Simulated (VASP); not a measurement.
Output of a VASP run:

**OSZICAR**
```
...
       N       E                     dE             d eps       ncg     rms          rms(c)
DAV:   1    -0.446058096546E+02    0.57437E-01   -0.58367E-02  1382   0.228E+00    0.711E-01
DAV:   2    -0.446041091726E+02    0.17005E-02   -0.82029E-03  1445   0.673E-01    0.240E-01
DAV:   3    -0.446037075257E+02    0.40165E-03   -0.15354E-03  1477   0.199E-01    0.756E-02
DAV:   4    -0.446036513808E+02    0.56145E-04   -0.23644E-04  1458   0.105E-01    0.508E-02
DAV:   5    -0.446036517155E+02   -0.33467E-06   -0.36785E-05  1585   0.386E-02    0.418E-02
DAV:   6    -0.446036543411E+02   -0.26257E-05   -0.17027E-05  1291   0.229E-02    0.130E-02
DAV:   7    -0.446036536935E+02    0.64766E-06   -0.39955E-06  1097   0.157E-02
   4 F= -.21620874E+02 E0= -.21620782E+02  d E =-.185557E+00
       N       E                     dE             d eps       ncg     rms          rms(c)
DAV:   1    -0.443670417238E+02    0.23661E+00   -0.88211E+00  1331   0.191E+01    0.266E+00
DAV:   2    -0.443052159275E+02    0.61826E-01   -0.52497E-01  1401   0.497E+00    0.150E+00
DAV:   3    -0.442876249964E+02    0.17591E-01   -0.31736E-02  1471   0.107E+00    0.968E-01
DAV:   4    -0.442825632343E+02    0.50618E-02   -0.77308E-03  1387   0.561E-01    0.775E-01
DAV:   5    -0.442810303745E+02    0.15329E-02   -0.47709E-03  1460   0.407E-01    0.129E-01
DAV:   6    -0.442809673409E+02    0.63034E-04   -0.48302E-04  1457   0.146E-01    0.525E-02
DAV:   7    -0.442809690924E+02   -0.17515E-05   -0.29001E-05  1528   0.326E-02    0.259E-02
DAV:   8    -0.442809690184E+02    0.73987E-07   -0.31039E-06  1178   0.111E-02
   5 F= -.21689236E+02 E0= -.21688774E+02  d E =-.683619E-01
       N       E                     dE             d eps       ncg     rms          rms(c)
DAV:   1    -0.442821810873E+02   -0.12120E-02   -0.82693E-05  1366   0.572E-02    0.762E-03
DAV:   2    -0.442821808362E+02    0.25104E-06   -0.50365E-06  1240   0.148E-02
   6 F= -.21689237E+02 E0= -.21688776E+02  d E =-.683632E-01
       N       E                     dE             d eps       ncg     rms          rms(c)
DAV:   1    -0.442720358094E+02    0.10145E-01   -0.16056E+00  1284   0.878E+00    0.128E+00
DAV:   2    -0.442473797732E+02    0.24656E-01   -0.22837E-01  1482   0.294E+00    0.101E+00
DAV:   3    -0.442428829392E+02    0.44968E-02   -0.12642E-02  1466   0.709E-01    0.384E-01
DAV:   4    -0.442405388366E+02    0.23441E-02   -0.80455E-03  1474   0.481E-01    0.152E-01
DAV:   5    -0.442403851437E+02    0.15369E-03   -0.60132E-04  1524   0.162E-01    0.943E-02
DAV:   6    -0.442403736294E+02    0.11514E-04   -0.16792E-04  1509   0.786E-02    0.304E-02
DAV:   7    -0.442403744011E+02   -0.77164E-06   -0.11713E-05  1457   0.214E-02    0.148E-02
DAV:   8    -0.442403736567E+02    0.74439E-06   -0.41156E-06  1181   0.126E-02
   7 F= -.21696741E+02 E0= -.21696198E+02  d E =-.750317E-02
       N       E                     dE             d eps       ncg     rms          rms(c)
DAV:   1    -0.442432921935E+02   -0.29178E-02   -0.49889E-03  1298   0.491E-01    0.726E-02
DAV:   2    -0.442432152029E+02    0.76991E-04   -0.71850E-04  1476   0.166E-01    0.561E-02
DAV:   3    -0.442432011825E+02    0.14020E-04   -0.40761E-05  1479   0.399E-02    0.221E-02
DAV:   4    -0.442431943400E+02    0.68425E-05   -0.28126E-05  1481   0.284E-02    0.891E-03
DAV:   5    -0.442431937721E+02    0.56789E-06   -0.17141E-06   970   0.914E-03
   8 F= -.21696768E+02 E0= -.21696228E+02  d E =-.753098E-02
```

File OUTCAR:
```
------------------------ aborting loop because EDIFF is reached ----------------------------------------
  FORCE on cell =-STRESS in cart. coord.  units (eV):
  Direction    XX          YY          ZZ          XY          YZ          ZX
  --------------------------------------------------------------------------------------
  Total       22.6207702     22.6207635     22.6216629      0.0000000      0.0000000      0.0000000
  in kB      451.4838360    451.4837017    451.5016530      0.0000000      0.0000000      0.0000000
  external PRESSURE =       1.4897302 kB  Pullay stress =     450.0000000 kB
  volume of cell :       80.27
      direct lattice vectors                 reciprocal lattice vectors
     1.472275635 -2.550055824  0.000000000     0.339610320 -0.196074139  0.000000000
     1.472275635  2.550055824 -0.000000000     0.339610320  0.196074139 -0.000000000
    -0.000000000  0.000000000 10.690720026     0.000000000  0.000000000  0.093539069
 POSITION                                       TOTAL-FORCE (eV/Angst)
 -----------------------------------------------------------------------------------
      1.47228      0.85002      2.67268         0.000000     -0.000000      0.000000
      1.47228     -0.85002      8.01804         0.000000      0.000000      0.000000
      1.47228      0.85002      9.61231        -0.000000      0.000000      0.004208
      1.47228     -0.85002      4.26695        -0.000000     -0.000000      0.004208
      1.47228     -0.85002      1.07841        -0.000000     -0.000000     -0.004208
      1.47228      0.85002      6.42377        -0.000000      0.000000     -0.004208
 -----------------------------------------------------------------------------------
    total drift:                                0.000000      0.001010     -0.000034
  FREE ENERGIE OF THE ION-ELECTRON SYSTEM (eV)
  ---------------------------------------------------
  free  energy   TOTEN  =       -44.2431937721 eV

  energy  without entropy=      -44.2421136606  energy(sigma->0) =      -44.24265372
  enthalpy is  TOTEN    =       -21.6967684216 eV   P V=       22.5464253504

 reached required accuracy - stopping structural energy minimisation
```
(Selected blocks of OUTCAR.)

### POSCAR
```
WS2
1
    1.5024549334    -2.6023280739     0.0000000000
    1.5024549334     2.6023280739     0.0000000000
    0.0000000000     0.0000000000    10.9519452742
W S
2 4
Direct
  0.3333330000   0.6666670000   0.2500000000
  0.6666670000   0.3333330000   0.7500000000
  0.3333330000   0.6666670000   0.8951413042
  0.6666670000   0.3333330000   0.3951413042
  0.6666670000   0.3333330000   0.1048586958
  0.3333330000   0.6666670000   0.6048586958
```

Task: Reconstruct the remaining input files.

Result: One answer among several that fit: the input of the run itself, PBE GGA, plane waves, VASP's PBE PAW potentials (set 64).

**INCAR**
```
ALGO=Normal
EDIFF=1E-6
EDIFFG=-0.02
ENCUT=500
GGA=PE
IBRION=2
ISIF=3
ISMEAR=0
LASPH=.True.
LCHARG=.False.
LMAXMIX=6
LREAL=.False.
LWAVE=.False.
NELM=100
NSW=40
PREC=Accurate
PSTRESS=450
SIGMA=0.05
SYSTEM=WS2
```

**KPOINTS**
```
kpoints
0
Gamma
  8 8 2
0 0 0
```

POTCAR, in this order: W_sv S (PBE.64 set). Program: vasp_std.

Energy and stress use the plane-wave basis of the starting cell. Without a dispersion term in the relaxation, distances and binding between the weakly bound layers, chains or molecules are unreliable, and so is what depends on them.

The compound is WS2 in the 2H layered structure. This run relaxes it under an external pressure of 45 GPa. Symmetry was kept, so distortions that lower it aren't found. The k-mesh is coarse (spacing up to 0.31 per Å, 2π included), so the numbers may not be converged in it.
